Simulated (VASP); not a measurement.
Calculation: r2SCAN meta-GGA, VASP's PBE PAW potentials (set 64) (plane waves; VASP).

A VASP calculation is set up with these files.

**KPOINTS**
```
Regular mesh
0
Gamma
  12 12 8
0 0 0
```

POSCAR:
```
TiAl
1.0
  2.8107500000   0.0000000000   0.0000000000
  0.0000000000   2.8107500000   0.0000000000
  0.0000000000   0.0000000000   4.0664200000
Ti Al
1 1
Direct
  0.5000000000   0.5000000000   0.5000000000
  0.0000000000   0.0000000000   0.0000000000
```

### INCAR
```
SYSTEM=TiAl
PREC=Accurate; ENCUT=400; LREAL=.FALSE.
LASPH=.TRUE.
EDIFF=1E-6; NELM=100; ALGO=Normal
LMAXMIX=4; LMIXTAU=.TRUE.
ISMEAR=1; SIGMA=0.1
METAGGA=R2SCAN
IBRION=2; NSW=60; ISIF=3
EDIFFG=-0.01
LWAVE=.FALSE.; LCHARG=.FALSE.
```

POTCAR, in this order: Ti_sv Al (PBE.64 set). Program: vasp_std.

Task: Estimate the energy per atom (σ→0), volume per atom, band gap (on the k-mesh).

Result: 
| Quantity | Result |
|---|---|
| energy per atom (σ→0) | -10.295 eV/atom |
| band gap (on the k-mesh) | none (metal, semimetal or under 0.01 eV) |
| volume per atom | 16.04 Å³/atom |

**OSZICAR**
```
...
DAV:   1    -0.205897199782E+02   -0.55974E-03   -0.24973E-02  3167   0.278E+00    0.172E-01
DAV:   2    -0.205893449381E+02    0.37504E-03   -0.16975E-03  3122   0.560E-01    0.789E-02
DAV:   3    -0.205892660177E+02    0.78920E-04   -0.24264E-04  4068   0.157E-01    0.246E-02
DAV:   4    -0.205892556318E+02    0.10386E-04   -0.47100E-05  3298   0.837E-02    0.117E-02
DAV:   5    -0.205892651444E+02   -0.95126E-05   -0.42355E-05  3286   0.898E-02    0.469E-03
DAV:   6    -0.205892515637E+02    0.13581E-04   -0.13580E-05  3103   0.508E-02    0.325E-03
DAV:   7    -0.205892515292E+02    0.34554E-07   -0.26976E-07  1796   0.640E-03
   4 F= -.20589252E+02 E0= -.20589437E+02  d E =-.907230E-04
```

The structure comes from a computed database's TiAl entry (P4/mmm); how it stands against other phases isn't given here. This run relaxes it. Symmetry was kept, so distortions that lower it aren't found. The electron count is odd and the run is not spin-polarised, which forces a metal.
